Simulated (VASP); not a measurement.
**Au (relaxed from the dhcp structure, space group P6_3/mmc): computed properties**

Level of theory: PBEsol GGA, VASP's PBE PAW potentials (set 64) (plane waves; VASP 6.6.1).

| Property | Value |
|---|---|
| space group | P6_3/mmc (194) |
| cell | a = b = 2.8735 Å, c = 9.4939 Å, α = β = 90.00°, γ = 120.00° |
| volume per atom | 16.97 Å³/atom |
| band gap (over mesh and band path) | none (metal, semimetal or under 0.01 eV) |
| band gap with spin-orbit coupling | none (metallic) |
| density | 19.27 g/cm³ |

```yaml
crystal:
  lattice:
    - [2.87351, 0.00000, 0.00000]
    - [-1.43675, 2.48853, 0.00000]
    - [0.00000, 0.00000, 9.49395]
  atoms:
    - { symbol: Au, position: [0.00000, 0.00000, 0.00000] }
    - { symbol: Au, position: [0.00000, 0.00000, 0.50000] }
    - { symbol: Au, position: [0.33333, 0.66667, 0.25000] }
    - { symbol: Au, position: [0.66667, 0.33333, 0.75000] }
```

Unless said otherwise, spin-orbit coupling is left out, though it shifts the bands of the heavy elements here.

The structure was generated: Au was put into the dhcp type (P6_3/mmc), which need not be its known phase. It was relaxed first. Symmetry was kept, so distortions that lower it aren't found.
